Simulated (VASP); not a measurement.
Level of theory: LDA (Ceperley-Alder, Perdew-Zunger), VASP's LDA PAW potentials (set 64) (plane waves; VASP 6.6.1).

VASP ran on this input.

### POSCAR
```
ZnRuO3
1
    3.6116620000     0.0000000000     0.0000000000
    0.0000000000     3.6116620000     0.0000000000
    0.0000000000     0.0000000000     3.6950360000
Ru Zn O
1 1 3
Direct
  0.5000000000   0.5000000000   0.4517000000
  0.0000000000   0.0000000000   0.0000000000
  0.5000000000   0.5000000000   0.8973000000
  0.5000000000   0.0000000000   0.3785000000
  0.0000000000   0.5000000000   0.3785000000
```

INCAR:
```
SYSTEM = ZnRuO3
PREC = Accurate
ENCUT = 400
EDIFF = 1E-8
NELM = 100
ALGO = Normal
LREAL = .FALSE.
LASPH = .TRUE.
ISMEAR = -1
SIGMA = 0.136
LMAXMIX = 4
LWAVE = .FALSE.
LCHARG = .FALSE.
ISIF = 2
LEPSILON = .TRUE.
IBRION = 8
NSW = 1
```

### KPOINTS
```
Automatic mesh
0
Gamma
7 7 7
0 0 0
```

POTCAR, in this order: Ru_pv Zn O (LDA.64 set). Program: vasp_std.

### Question
What will the output report for the number of irreducible k-points (NKPTS), largest plane-wave count, number of space-group operations, FFT grid (NGX, NGY, NGZ)?

### Answer

The number of irreducible k-points (NKPTS) is 40 and the largest plane-wave count comes out as 892. The number of space-group operations comes out as 8 and the FFT grid (NGX, NGY, NGZ) is 24 × 24 × 24.

The structure was generated: ZnRuO3 was put into an ordered model structure, which need not be its known phase. The cell was not relaxed at this level. The run is one of a series of settings (EDIFF = 1E-8, IBRION = 8, LEPSILON = .TRUE., NSW = 1 against the base run), some of them coarse on purpose.
